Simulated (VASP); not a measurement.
These are PBEsol GGA, VASP's PBE PAW potentials (set 64) (plane waves; VASP) values and carry that method's errors.

A VASP calculation is set up with these files.

INCAR:
```
SYSTEM  =  BaTiO3
PREC  =  Accurate; ENCUT  =  620; LREAL  =  .False.
LASPH  =  .True.
EDIFF  =  1E-6; NELM  =  100; ALGO  =  Normal
LMAXMIX  =  4
ISMEAR  =  0; SIGMA  =  0.05
GGA  =  PS
IBRION  =  2; NSW  =  40; ISIF  =  3
EDIFFG  =  -0.02; PSTRESS  =  50
LWAVE  =  .False.; LCHARG  =  .False.
```

File KPOINTS:
```
kpoints
0
Gamma
  6 6 6
```

### POSCAR
```
BaTiO3
1
    3.9482873596    -0.0000000000     0.0000000000
   -0.0000000000     3.9482873596     0.0000000000
   -0.0000000000    -0.0000000000     3.9482873596
Ba Ti O
1 1 3
Direct
  0.0000000000   0.0000000000   0.0000000000
  0.5000000000   0.5000000000   0.5000000000
  0.5000000000   0.0000000000   0.5000000000
  0.0000000000   0.5000000000   0.5000000000
  0.5000000000   0.5000000000   0.0000000000
```

POTCAR, in this order: Ba_sv Ti_sv O (PBE.64 set). Program: vasp_std.

The run wrote:

### OUTCAR
```
 ion  position               nearest neighbor table
   1  0.000  0.000  0.000-   3 2.79   4 2.79   5 2.79   3 2.79   4 2.79   4 2.79   5 2.79   4 2.79
                             3 2.79   5 2.79   3 2.79   5 2.79   2 3.42   2 3.42   2 3.42   2 3.42
   2  0.500  0.500  0.500-   3 1.97   4 1.97   5 1.97   5 1.97   3 1.97   4 1.97   1 3.42   1 3.42
                             1 3.42   1 3.42   1 3.42   1 3.42   1 3.42   1 3.42
   3  0.500  0.000  0.500-   2 1.97   2 1.97   1 2.79   1 2.79   1 2.79   1 2.79
   4  0.000  0.500  0.500-   2 1.97   2 1.97   1 2.79   1 2.79   1 2.79   1 2.79
   5  0.500  0.500  0.000-   2 1.97   2 1.97   1 2.79   1 2.79   1 2.79   1 2.79
  LATTYP: Found a simple cubic cell.
 ALAT       =     3.9482873596
 Subroutine PRICEL returns:
 Original cell was already a primitive cell.
 Subroutine GETGRP returns: Found 48 space group operations
The static configuration has the point symmetry O_h .
The dynamic configuration has the point symmetry O_h .
 Subroutine INISYM returns: Found 48 space group operations
 Subroutine IBZKPT returns following result:
 Found     20 irreducible k-points:

 Following reciprocal coordinates:
            Coordinates               Weight
  0.000000  0.000000  0.000000      1.000000
  0.166667  0.000000  0.000000      6.000000
  0.333333  0.000000  0.000000      6.000000
  0.500000  0.000000  0.000000      3.000000
...
```

OSZICAR:
```
       N       E                     dE             d eps       ncg     rms          rms(c)
DAV:   1     0.492892249100E+03    0.49289E+03   -0.23757E+04   960   0.206E+03
DAV:   2     0.130863978980E+02   -0.47981E+03   -0.47225E+03  1112   0.529E+02
DAV:   3    -0.496949657547E+02   -0.62781E+02   -0.59016E+02  1528   0.160E+02
DAV:   4    -0.520590800406E+02   -0.23641E+01   -0.23628E+01  1312   0.311E+01
DAV:   5    -0.521418490711E+02   -0.82769E-01   -0.82764E-01  1368   0.425E+00    0.242E+01
DAV:   6    -0.420549274887E+02    0.10087E+02   -0.66561E+01  1440   0.776E+01    0.103E+01
DAV:   7    -0.420796439030E+02   -0.24716E-01   -0.95388E+00  1208   0.225E+01    0.676E+00
DAV:   8    -0.419918417958E+02    0.87802E-01   -0.15299E+00  1256   0.124E+01    0.232E+00
DAV:   9    -0.419664356842E+02    0.25406E-01   -0.28434E-01  1200   0.465E+00    0.907E-01
DAV:  10    -0.419728086778E+02   -0.63730E-02   -0.13947E-01  1184   0.242E+00    0.992E-01
DAV:  11    -0.419602797787E+02    0.12529E-01   -0.98268E-02  1368   0.234E+00    0.204E-01
DAV:  12    -0.419598422725E+02    0.43751E-03   -0.34011E-03  1184   0.563E-01    0.666E-02
DAV:  13    -0.419598351076E+02    0.71649E-05   -0.13777E-03  1368   0.266E-01    0.551E-02
DAV:  14    -0.419598017183E+02    0.33389E-04   -0.21422E-04  1288   0.107E-01    0.149E-02
DAV:  15    -0.419598008139E+02    0.90444E-06   -0.16519E-05  1192   0.333E-02    0.632E-03
DAV:  16    -0.419598004856E+02    0.32826E-06   -0.77355E-06  1096   0.221E-02
   1 F= -.40038985E+02 E0= -.40038985E+02  d E =-.400390E+02
```

**OUTCAR**
```
------------------------ aborting loop because EDIFF is reached ----------------------------------------
  FORCE on cell =-STRESS in cart. coord.  units (eV):
  Direction    XX          YY          ZZ          XY          YZ          ZX
  --------------------------------------------------------------------------------------
  Total        1.9168410      1.9168410      1.9168410     -0.0000000      0.0000000     -0.0000000
  in kB       49.8965375     49.8965375     49.8965375     -0.0000000      0.0000000     -0.0000000
  external PRESSURE =      -0.1034625 kB  Pullay stress =      50.0000000 kB
  volume of cell :       61.55
      direct lattice vectors                 reciprocal lattice vectors
     3.948287360  0.000000000  0.000000000     0.253274372  0.000000000  0.000000000
     0.000000000  3.948287360  0.000000000     0.000000000  0.253274372  0.000000000
     0.000000000  0.000000000  3.948287360     0.000000000  0.000000000  0.253274372
 POSITION                                       TOTAL-FORCE (eV/Angst)
 -----------------------------------------------------------------------------------
      0.00000      0.00000      0.00000         0.000000      0.000000      0.000000
      1.97414      1.97414      1.97414         0.000000      0.000000      0.000000
      1.97414      0.00000      1.97414         0.000000      0.000000      0.000000
      0.00000      1.97414      1.97414         0.000000      0.000000      0.000000
      1.97414      1.97414      0.00000         0.000000      0.000000      0.000000
 -----------------------------------------------------------------------------------
    total drift:                                0.000000     -0.000000     -0.000000
  FREE ENERGIE OF THE ION-ELECTRON SYSTEM (eV)
  ---------------------------------------------------
  free  energy   TOTEN  =       -41.9598004856 eV

  energy  without entropy=      -41.9598004856  energy(sigma->0) =      -41.95980049
  enthalpy is  TOTEN    =       -40.0389848498 eV   P V=        1.9208156358

 reached required accuracy - stopping structural energy minimisation
```
(Selected blocks of OUTCAR.)

The compound is BaTiO3 in the cubic perovskite structure, the ideal cubic form; the compound distorts at low or room temperature. It was relaxed first under an external pressure of 5 GPa.
